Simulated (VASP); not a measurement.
HfB2:

```
CELL_PARAMETERS angstrom
3.14506 0.00000 0.00000
-1.57253 2.72370 0.00000
0.00000 0.00000 3.48730
ATOMIC_POSITIONS crystal
Hf 0.00000 0.00000 0.00000
B 0.33333 0.66667 0.50000
B 0.66667 0.33333 0.50000
```

| Item | Value |
| --- | --- |
| Program | VASP 6.6.1 |
| Task | relaxation of cell and atoms |
| Functional | PBE |
| Dispersion | D3(BJ) |
| Potentials or basis | VASP PAW PBE potentials, release 64 (Hf_pv, B) |
| Cutoff | 600 eV |
| k mesh | 15 × 15 × 12 |
| Occupations | gaussian, width 0.1 eV |
| Spin | no spin polarisation |

At the start: pressure -6.3 GPa; volume 9.96 Å³/atom.

**Question.** How do energy, volume and symmetry change on relaxing?

**Answer.** Over 8 steps the energy falls by 5.0 meV/atom and the volume is 9.71 Å³/atom (-2.5 %); space group P6/mmm (No. 191, to 0.05 Å).

Step by step:
```csv
step,energy change (eV),largest force (eV/Å),pressure (GPa),volume (Å³)
1,0.0000,0.0000,-6.32,29.87
2,0.0110,0.0000,9.16,28.21
3,-0.0149,0.0000,-0.04,29.14
4,-0.0149,0.0000,0.08,29.13
5,-0.0149,0.0000,0.10,29.12
6,-0.0149,0.0000,0.10,29.12
7,-0.0149,0.0000,-0.10,29.15
8,-0.0149,0.0000,-0.01,29.13
```

Final structure:
```
Hf B
1.0
     3.11948    0.00000    0.00000
    -1.55974    2.70155    0.00000
     0.00000    0.00000    3.45685
Hf B
1 2
Direct
  0.00000 0.00000 0.00000
  0.33333 0.66667 0.50000
  0.66667 0.33333 0.50000
```

Caveat: pairwise dispersion overbinds metals, which lowers pressure and volume.
